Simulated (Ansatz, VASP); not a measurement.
# Ga (Gallium) in two plane-wave programs, part 2 of 2

Aim: how closely do two programs agree when they are given the same cell, functional and k mesh? The cell is taken from a series of runs on this material, whose earlier steps may have relaxed, scaled, displaced or heated it; both programs get it as it stands.

VASP 6.6.1 and Ansatz 0.2.0.

So far: The starting structure; VASP: zone-centre phonons, PBE.

### Step 3. Ansatz: zone-centre phonons, PBE

Level of this step: Ansatz beside VASP: Kohn-Sham DFT, plane waves, PBE (Ansatz).

Ansatz runs on its default PAW (the set named soft_2) files.

The same cell, functional, mesh and smearing now go to Ansatz, which takes its cutoff from its data sets.

input.yaml reads:

```yaml
crystal:
  lattice:
    - [2.325311655, -3.8849266069, 0.0]
    - [2.325311655, 3.8849266069, 0.0]
    - [0.0, 0.0, 4.5030728942]
  atoms:
    - { symbol: Ga, position: [0.8442575387, 0.1557424613, 0.0824522761] }
    - { symbol: Ga, position: [0.6557424613, 0.3442575387, 0.5824522761] }
    - { symbol: Ga, position: [0.1557424613, 0.8442575387, 0.9175477239] }
    - { symbol: Ga, position: [0.3442575387, 0.6557424613, 0.4175477239] }
kpoints:
  mp_grid: { grid: [4, 4, 4] }
hamiltonian:
  xc: pbe
scf:
  occupations: { method: methfessel_paxton, width: 0.2 }
output:
  eigenvalues: true
phonons:
  method: dfpt
  qmesh: [1, 1, 1]
  temperatures: { t_max: 1000, t_step: 50 }
  qpath:
    path:
      - [[0.0, 0.0, 0.0], [-0.5, 0.5, 0.0], [-0.33956467, 0.66043533, 0.0]]
      - [[0.33956467, 0.33956467, 0.0], [0.0, 0.0, 0.0], [0.0, 0.0, 0.5], [0.33956467, 0.33956467, 0.5]]
      - [[-0.33956467, 0.66043533, 0.5], [-0.5, 0.5, 0.5], [-0.5, 0.5, 0.0]]
      - [[0.0, 0.0, 0.0], [0.0, 0.5, 0.0], [0.0, 0.5, 0.5], [0.0, 0.0, 0.5], [-0.5, 0.5, 0.5]]
    npoints: 10
```

Started as:

```sh
$ ansatz run input.yaml --threads 8 --pin off --max-ram 16384MiB --backend cpu --events-out ev --progress --plain --runs-dir out
```

Numbers of over 12 decimals in the logs are rounded to 6 here.

Log:

```text
zone centre: on kpoints.mp_grid the ground state, and the responses unless they are solved on pairs of k-points, stand on 24 of the mesh's 64 k-points, reduced under 2 symmetry operations, with k and −k counted as one. Each operation leaves every solved displacement unchanged or reverses it
Engine: ansatz 0.2.0, x86_64-unknown-linux-gnu
Pseudopotentials: kind: paw
Pseudopotential: Ga, paw, valence charge 13, recommended cutoff 420 eV (normal), Ga.paw.azcp
Functional definition: PBE
  parameter kappa = 0.804
  parameter beta = 0.066725
  exchange = pbe_x(kappa = kappa, mu = beta*pi^2/3)
  correlation = pbe_c(beta = beta)
Crystal: 4 atoms, lattice volume = 81.359 Å³
Basis set: ecut = 420 eV, 1597 PW (Γ), exchange–correlation on 64×64×64 points (8 copies of the dense FFT grid, shifted against one another)
Bands: 32, of which v1, the nominal top of the filled ones, is band 26 counted from 1 (25 counted from 0)
Symmetry: 8 space group operations
k-points: 24 of 64 (irreducible under 2 space group operations, time reversal used)
Non-local potential: Ga, projectors of the file, l = 0: 2, l = 1: 2, l = 2: 3, l = 3: 1
PAW form: soft (Blöchl's): semilocal exchange-correlation on the pseudo side does not see the compensation charge
PAW one-centre angular grid: Ga, 590 points (default); XC on 64 Gauss nodes
Initial density: superposition of atomic densities (neutral atoms: chi_scale 0, normalization atom), corrected by the library's trained network
Initial wavefunctions: pseudopotential atomic-orbital guess
Functional: x = pbe(κ = 0.804, μ = 0.219515), c = pbe(β = 0.066725)
SCF iter   1: F=—  HF=-15132.179583 eV  |F-HF|=—  |Δ(HF+E_count)|=         —  Δρ=1.39e-3  dr2=1.59e-3  ethr=1.77e-3  ⟨swp⟩=5.2  Hψ=2688  notcnv=0
preconditioner: auto → Kerker (q_TF=auto, 2.532 Å⁻¹)  [metal: Δε(μ)=0.069 eV  Ē_g=16.018 eV  σ=0.200 eV  W_gap=0.28  n_scr=20 (ndim 8)  ℏωp=29.7 eV  f_vac=0.008  D(μ)=1.23/eV (n_scr^D=8)]
SCF iter   2: F=—  HF=-15132.178084 eV  |F-HF|=—  |Δ(HF+E_count)|=   1.50e-3  S|Δr|=    0.00e0  Δρ=9.34e-4  dr2=7.25e-4  ethr=3.06e-6  ⟨swp⟩=2.0  Hψ=1528  notcnv=0
SCF iter   3: F=—  HF=-15132.178049 eV  |F-HF|=—  |Δ(HF+E_count)|=   3.48e-5  S|Δr|=    0.00e0  Δρ=5.07e-4  dr2=2.56e-4  ethr=1.39e-6  ⟨swp⟩=2.0  Hψ=1230  notcnv=0
SCF iter   4: F=—  HF=-15132.178076 eV  |F-HF|=—  |Δ(HF+E_count)|=   2.74e-5  S|Δr|=    0.00e0  Δρ=2.14e-4  dr2=1.99e-5  ethr=4.92e-7  ⟨swp⟩=2.0  Hψ=891  notcnv=0
SCF iter   5: F=—  HF=-15132.178078 eV  |F-HF|=—  |Δ(HF+E_count)|=   1.37e-6  S|Δr|=    0.00e0  Δρ=7.33e-5  dr2=3.28e-6  ethr=3.83e-8  ⟨swp⟩=2.0  Hψ=1335  notcnv=0
SCF iter   6: F=—  HF=-15132.178067 eV  |F-HF|=—  |Δ(HF+E_count)|=   1.09e-5  S|Δr|=    0.00e0  Δρ=1.23e-5  dr2=1.50e-7  ethr=6.30e-9  ⟨swp⟩=3.0  Hψ=1404  notcnv=0
SCF iter   7: F=—  HF=-15132.178067 eV  |F-HF|=—  |Δ(HF+E_count)|=   7.30e-8  S|Δr|=    0.00e0  Δρ=6.70e-6  dr2=3.98e-8  ethr=2.88e-10  ⟨swp⟩=2.0  Hψ=1364  notcnv=0
SCF iter   8: F=—  HF=-15132.178067 eV  |F-HF|=—  |Δ(HF+E_count)|=   1.84e-9  S|Δr|=    0.00e0  Δρ=3.58e-6  dr2=7.39e-9  ethr=7.65e-11  ⟨swp⟩=2.0  Hψ=889  notcnv=0
SCF iter   9: F=—  HF=-15132.178067 eV  |F-HF|=—  |Δ(HF+E_count)|=   3.16e-9  S|Δr|=    0.00e0  Δρ=5.86e-7  dr2=2.15e-10  ethr=1.42e-11  ⟨swp⟩=2.0  Hψ=1372  notcnv=0
SCF iter  10: F=-15132.178067 eV  HF=-15132.178067 eV  |F-HF|=1.82e-12  |Δ(HF+E_count)|=  1.82e-11  S|Δr|=    0.00e0  Δρ=7.91e-8  dr2=5.89e-12  ethr=1.00e-12  ⟨swp⟩=6.0  Hψ=4290  notcnv=0
SCF 1 converged in 10 iterations: F = -15132.178067 eV  dr2 = 5.89e-12
  greatest PAW one-centre occupation: 0.994 electrons in one spin orbital (limit 2), on the Ga atom at site 3 (counted from 0), in its partial waves of l = 2
phonons: the bands overlap, so this run is a metal and interpolates without the dipole-dipole term. If the crystal is really an insulator or semiconductor, its LO-TO splitting is missing
DFPT response loops at Γ: preconditioner auto → Kerker (q_TF=auto, 2.532 Å⁻¹) (partly filled bands, converged f_vac=0.004); β = 1.00, the filter's whole step (`scf.mixing.beta` (0.50) is not read by the response loops under this deck's `scf.mixing.preconditioner`; to damp them name `kerker` or `kerker_dos`, under which they read `scf.mixing.beta`, and type it under 1.00, their step now; both keys bind the ground state too); Broyden in place of MSR1
SCF converged after 10 iterations
Stability not checked: this state was not tested for a lower state beside it, because cold or Methfessel-Paxton smearing, or corrected tetrahedra, fill the levels in a way that the test cannot read (fill_not_monotonic; see scf.lower_state_search)
Free energy (F): -15132.178067 eV
Harris-Foulkes:  -15132.178067 eV  (|F-HF|=1.82e-12)
Internal energy: -15132.173382 eV  (E = F + TS)
E sigma→0 (E₀):  -15132.176896 eV
Entropy (-TS):   -0.004684 eV (-1.171 meV/atom)
Fermi energy:    8.563587 eV
Step filling:    the computed levels leave a gap of 0.0040 eV = 0.0 smearing widths at the electron count; against every level under it full and every level over it empty, smearing changes F+E_penalty+E_count by -2.921 meV and its σ→0 estimate by -1.750 meV
--- Per-component energies (eV) ---
  E_band       = -201.447582
  E_kinetic    = 459.630297
  E_local      = -7694.489632  (includes V_loc(G=0)·N_el)
  E_nonlocal   = 1690.420828
  E_hartree    = 3601.522694
  E_xc         = -276.754315
  E_vxc        = -231.925182  (∫ρ·V_xc dr)
  E_paw        = -7945.394266  (= ΣΔE_a)
  E_vpaw       = -1628.128954  (= ΣTr[D̂ρ^β])
  E_aug_tail   = -0.000453  (compensation charges beyond the density's cutoff)
  E_ewald      = -4967.108535
  E_smearing   = -0.004684  (= −TS)
  E_closure    = 0.000000  (closes the sum)
  Σ components = -15132.178067   (vs F -15132.178067, Δ=0.00e0)
--- Band table (eV; the first three rows and the last of 24) ---
  k-point 0: bands = [... 22 lower, 5.1390, 6.3961, 6.8259, 7.8512, 9.3988, 9.4023, 9.5302, 13.4013, ... 2 higher]
  k-point 1: bands = [... 22 lower, 6.8158, 7.2929, 7.4614, 8.1366, 9.1449, 9.5716, 10.1698, 12.1625, ... 2 higher]
  k-point 2: bands = [... 22 lower, 8.0014, 8.0014, 8.5489, 8.5489, 8.5529, 8.5529, 10.6295, 10.6295, ... 2 higher]
  k-point 23: bands = [... 22 lower, 3.3252, 3.3252, 7.3334, 7.3334, 7.4437, 7.4437, 15.3457, 15.3457, ... 2 higher]
--- Phonons (Γ-DFPT): 3 representative perturbations + reference, on 24 of 64 k-points (Σ response iterations 11) ---
  k mesh reduced under 2 symmetry operations, with k and −k counted as one. Each operation leaves every solved displacement unchanged or reverses it
  ASR residual: 3.148e-5 → 0.000e0 eV/Å²; symmetrization residual: 2.205e-6 eV/Å²
  ASR residual per site (eV/Å²): 3.15e-5 3.15e-5 3.15e-5 3.15e-5
  Γ frequencies (cm⁻¹): -42.92 0.00 0.00 0.00 74.01 99.03 112.49 139.49 140.99 158.49 185.14 210.04
--- Phonons (arbitrary-q DFPT): 1 irreducible q on the 1×1×1 mesh ---
  q = [0.0000, 0.0000, 0.0000] (star 1, of the zone-centre solve; hermiticity 8.39e-7, symmetrization 1.27e-13): -42.92 -0.00 -0.00 -0.00 74.01 99.03 112.49 139.49 140.99 158.49 185.14 210.04
  sum rule: each row above includes the acoustic sum rule's correction from the zone centre's row sums; it moved no ω² by more than (0.42 cm⁻¹)²
  mesh force constants: q→R imaginary residual 0.00e0; ASR residual 3.148e-5 → 0.000e0 eV/Å²; symmetrization residual 2.665e-15 eV/Å²
  interpolated dispersion: 114 rows × 12 modes
  density of states and harmonic sums: on the 16×16×14 q-mesh, interpolated from the force constants of a 1×1×1 supercell (no non-analytic term)
  largest difference from the sums on the solved wave vectors: F 7.65e-1 eV, S 1.05e-3 and C_V 2.81e-4 eV/K
  zero-point energy: 0.077916 eV/cell   skipped modes (ω ≤ 0): 473, of them read as no rigid motion or as one in doubt: 470 (7.363e-1 modes/cell left out, lowest -67.33 cm⁻¹)   left out of the sums: 6.14e-2 of the cell's modes: C_V's classical limit lies that fraction below 3 k_B per atom; for a crystal, a wire or a layer, F and S can be off by more, and a phonons.interpolated_qmesh denser along its periods is the remedy for the sampling
```

In the SCF lines HF is the Harris–Foulkes energy and dr2 the Hartree energy of the density residual, in eV; the loop may stop once dr2 is under the threshold and the program's other checks hold. Hψ counts applications of the Hamiltonian.

### Step 4. Differences

Known differences besides the potentials themselves: VASP's run holds the zone centre alone; the cutoff is 420 eV in Ansatz and 500 eV in VASP. Total energies have different zeros and are not compared.

Both answers:

| quantity | Ansatz | VASP | difference |
| --- | --- | --- | --- |
| optical mode 1 (imaginary, printed as negative) (cm⁻¹) | -42.9 | -39.7 | -3.2 |
| optical mode 2 (cm⁻¹) | 74.0 | 74.4 | -0.48 % |
| optical mode 3 (cm⁻¹) | 99.0 | 99.0 | +0.08 % |
| optical mode 4 (cm⁻¹) | 112.5 | 113.3 | -0.75 % |
| optical mode 5 (cm⁻¹) | 139.5 | 141.4 | -1.36 % |
| optical mode 6 (cm⁻¹) | 141.0 | 143.5 | -1.74 % |
| optical mode 7 (cm⁻¹) | 158.5 | 161.0 | -1.58 % |
| optical mode 8 (cm⁻¹) | 185.1 | 186.3 | -0.62 % |
| optical mode 9 (cm⁻¹) | 210.0 | 210.6 | -0.27 % |

Modes are paired by rising frequency, not by their patterns, so a pair may set unlike modes beside each other; they are those without the splitting of longitudinal modes.

### Step 5. What came out

```json
{
 "r.m.s. difference of the optical zone-centre modes, each program's sorted by frequency (zone-centre phonons, PBE)": "1.8 cm⁻¹",
 "difference in optical mode 6 (zone-centre phonons, PBE)": "-1.7 %"
}
```

In words: The r.m.s. difference of the optical zone-centre modes, each program's sorted by frequency is 1.8 cm⁻¹ (zone-centre phonons, PBE). Among the rows given in per cent, the largest difference of the zone-centre phonons, PBE pair is in optical mode 6, -1.7 %. How closely two codes agree says nothing of how well the functional describes the real material.

[Lines on the potential files, build, host, timing and source positions are cut from VASP's logs without a mark.]

[Logs are printed without paths, hosts, clocks, repeated set-up lines and the standing remarks that a program may print on its own settings, such as how far it seeks lower states.]

[Hosts, paths, dates, database ids (printed as entryN), source tags and the programs' standing remarks are cut or masked in the printed files.]
